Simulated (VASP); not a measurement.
Data:

```
CELL_PARAMETERS angstrom
      0.00000     2.64820     2.64820
      2.64820     0.00000     2.64820
      2.64820     2.64820     0.00000
ATOMIC_POSITIONS crystal
  Hf 0.00000 0.00000 0.00000
  Si 0.50000 0.50000 0.50000
```

Method: PBEsol GGA, VASP's PBE PAW potentials (set 64) (plane waves; VASP). Run with 400 eV cut-off, Gaussian smearing of 0.050 eV, potentials Hf_pv Si.

Unless said otherwise, spin-orbit coupling is left out, though it shifts the bands of the heavy elements here.

Problem. What does the run give for the band gap (along the path) with the smallest direct gap where there is one?

Solution. 
```
Quantity                                                     Result
-------------------------  ----------------------------------------
band gap (along the path)  none (metal, semimetal or under 0.01 eV)
```

Only differences to runs with the same potentials and settings are physical.

The structure was generated: HfSi was put into the rock salt type (Fm-3m), which need not be its known phase. It was relaxed first, which changed the volume by -37 %.
